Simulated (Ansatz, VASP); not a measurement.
NaLi2 in VASP and in Ansatz

File INCAR:

```
PREC     = Accurate       # precision mode
ENCUT    = 600            # plane-wave cutoff, eV
EDIFF    = 1E-6           # SCF threshold, eV
ISMEAR   = 0              # smearing method
SIGMA    = 0.1            # smearing width, eV
LREAL    = F              # projectors in reciprocal space
LASPH    = T              # aspherical terms in the spheres
NELM     = 60             # most SCF steps
ALGO     = Normal         # electronic algorithm
ISIF     = 3              # what is computed and relaxed
LWAVE    = F              # write WAVECAR
LCHARG   = F              # write CHGCAR
GGA      = PE             # functional
IBRION   = 2              # ionic algorithm
NSW      = 90             # ionic steps
EDIFFG   = -0.04          # ionic threshold
```

The input KPOINTS:

```
Automatic mesh
0
Gamma
  4 4 4
```

File POSCAR:

```
NaLi2
1.0
    0.0000000000      3.5659003462      3.5659003462
    3.5659003462      0.0000000000      3.5659003462
    3.5659003462      3.5659003462      0.0000000000
Na Li
2 4
Direct
    0.0000000000      0.0000000000      0.0000000000
    0.2500000000      0.2500000000      0.2500000000
    0.6250000000      0.6250000000      0.6250000000
    0.1250000000      0.6250000000      0.6250000000
    0.6250000000      0.6250000000      0.1250000000
    0.6250000000      0.1250000000      0.6250000000
```

Input for Ansatz:

```yaml
crystal:
  lattice:
    - [0.0, 3.5659003462, 3.5659003462]
    - [3.5659003462, 0.0, 3.5659003462]
    - [3.5659003462, 3.5659003462, 0.0]
  atoms:
    - { symbol: Na, position: [0.0, 0.0, 0.0] }
    - { symbol: Na, position: [0.25, 0.25, 0.25] }
    - { symbol: Li, position: [0.625, 0.625, 0.625] }
    - { symbol: Li, position: [0.125, 0.625, 0.625] }
    - { symbol: Li, position: [0.625, 0.625, 0.125] }
    - { symbol: Li, position: [0.625, 0.125, 0.625] }
basis:
  ecutwfc: 420
kpoints:
  mp_grid: { grid: [4, 4, 4] }
hamiltonian:
  xc: pbe
scf:
  occupations: { method: gaussian, width: 0.1 }
  lower_state_search: "off"
output:
  forces: true
  stress: true
  eigenvalues: true
relax:
  adjacent_minimum: "off"
  f_tol: 0.04
  max_steps: 70
  cell: { stress_tol: 0.4 }
```

Alike in both runs: task relaxation of cell and atoms; functional PBE; k mesh 4 × 4 × 4; occupations gaussian, width 0.1 eV; no spin polarisation.

```csv
,VASP,Ansatz
version,VASP 6.6.1,Ansatz 0.2.0
potentials or method,"VASP PAW PBE potentials, release 64 (Na_pv, Li_sv)","scalar-relativistic, plane waves, PAW"
plane-wave cutoff (eV),600,420
valence electrons in the cell,26,30
```

VASP gave:

```
gap on the k mesh at the Fermi level, each at its own relaxed structure (eV) : none
relaxed volume (Å³/atom)                                                     : 24.22
relaxed cell length with the largest relative difference (Å)                 : 5.901
energy change over the relaxation (meV/atom)                                 : -345
```

Which values does Ansatz return?

gap on the k mesh at the Fermi level, each at its own relaxed structure (eV): none; relaxed volume (Å³/atom): 25.55; relaxed cell length with the largest relative difference (Å): 6.008; energy change over the relaxation (meV/atom): -368.

A gap of «none» marks a metal or a gap that the smearing closes. One of these differences is far larger than is usual between the two programs; its cause wasn't traced. The two sets of potentials don't hold the same shells in valence.

Caveats: the k mesh is coarse (spacing up to 0.38 Å⁻¹), so the values aren't converged; the cutoff is under 1.25 times the usual one of these potentials, so pressure, stress and relaxed cells hold a basis-set (Pulay) error (VASP); the volume moved by over 15 % at a fixed basis, so the end points are rough (VASP).
